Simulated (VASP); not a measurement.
These are AM05 GGA, VASP's PBE PAW potentials (set 64) (plane waves; VASP) values and carry that method's errors.

VASP ran on this input.

File POSCAR:
```
SnO2
1
    4.8718559448     0.0000000000     0.0000000000
    0.0000000000     4.8718559448     0.0000000000
    0.0000000000     0.0000000000     3.2769034306
Sn O
2 4
Direct
  0.0000000000   0.0000000000   0.0000000000
  0.5000000000   0.5000000000   0.5000000000
  0.3064355677   0.3064355677   1.0000000000
  0.8064355677   0.1935644323   0.5000000000
  0.1935644323   0.8064355677   0.5000000000
  0.6935644323   0.6935644323   0.0000000000
```

**KPOINTS**
```
kpoints
0
Gamma
 5 5 7
```

INCAR:
```
SYSTEM  =  SnO2
PREC  =  Accurate; ENCUT  =  520; LREAL  =  F
LASPH  =  T
EDIFF  =  1E-7; NELM  =  100; ALGO  =  Normal
LMAXMIX  =  4
ISMEAR  =  0; SIGMA  =  0.05
GGA  =  AM
IBRION  =  2; NSW  =  30; ISIF  =  4
EDIFFG  =  -0.01
LWAVE  =  F; LCHARG  =  F
```

POTCAR, in this order: Sn_d O (PBE.64 set). Program: vasp_std.

Unless said otherwise, spin-orbit coupling is left out, though it shifts the bands of the heavy elements here.

What does the run give for the energy per atom (σ→0), band gap (on the k-mesh)?

```
Item                                      Result
------------------------  ----------------------
energy per atom (σ→0)     -615.6 kJ/mol of atoms
band gap (on the k-mesh)                 0.42 eV
```

OSZICAR:
```
...
   4 F= -.38282518E+02 E0= -.38282518E+02  d E =-.130287E-01
       N       E                     dE             d eps       ncg     rms          rms(c)
DAV:   1    -0.382826946319E+02   -0.17704E-03   -0.29405E-02  1488   0.117E+00    0.802E-02
DAV:   2    -0.382826508846E+02    0.43747E-04   -0.61171E-04  1986   0.238E-01    0.470E-02
DAV:   3    -0.382826034449E+02    0.47440E-04   -0.38000E-05  2284   0.812E-02    0.916E-03
DAV:   4    -0.382826026548E+02    0.79008E-06   -0.10505E-05  2138   0.246E-02    0.257E-03
DAV:   5    -0.382826026857E+02   -0.30831E-07   -0.52692E-07  1557   0.660E-03
   5 F= -.38282603E+02 E0= -.38282603E+02  d E =-.851296E-04
```

The compound is SnO2 in the rutile structure. This cell is one point of a volume scan, at 1.06 of the reference volume. Symmetry was kept, so distortions that lower it aren't found.
